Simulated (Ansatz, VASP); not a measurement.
**Two plane-wave programs on TaBr3F3**

```xyz
7
Lattice="5.0384 0.0000 0.0000 0.0000 5.0384 0.0000 0.0000 0.0000 5.0384" Properties=species:S:1:pos:R:3 pbc="T T T"
Ta    2.5192    2.5192    2.5192
Br    2.5192    0.0000    0.0000
Br    0.0000    2.5192    0.0000
Br    0.0000    0.0000    2.5192
F     2.5192    2.5192    0.0000
F     0.0000    2.5192    2.5192
F     2.5192    0.0000    2.5192
```

Change from the starting cell: species swapped into the Ce3GaBr3 type (Pm-3m, No. 221).

Alike in both runs: functional PBE; k mesh 4 × 4 × 4; occupations gaussian, width 0.1 eV; no spin polarisation.

Ansatz relaxed the structure, and its values are those at the end. VASP's run is a single point on that final structure, the one shown.

|  | VASP | Ansatz |
| --- | --- | --- |
| version | VASP 6.6.1 | Ansatz 0.2.0 |
| potentials or method | VASP PAW PBE potentials, release 64 (Ta_pv, Br, F) | scalar-relativistic, plane waves, PAW |
| plane-wave cutoff (eV) | 520 | 420 |
| valence electrons in the cell | 53 | 55 |

```csv
,VASP,Ansatz,Ansatz less VASP
gap on the k mesh at the Fermi level (eV),none,none,-
pressure (GPa),-0.5,-0.4,+0.14
```

A gap of «none» marks a metal or a gap that the smearing closes. The two sets of potentials don't hold the same shells in valence.

Caveats: an odd number of electrons without spin polarisation forces a metal; a magnetic or distorted state may lie lower. The runs have no spin-orbit coupling, so splittings on Ta are missing.
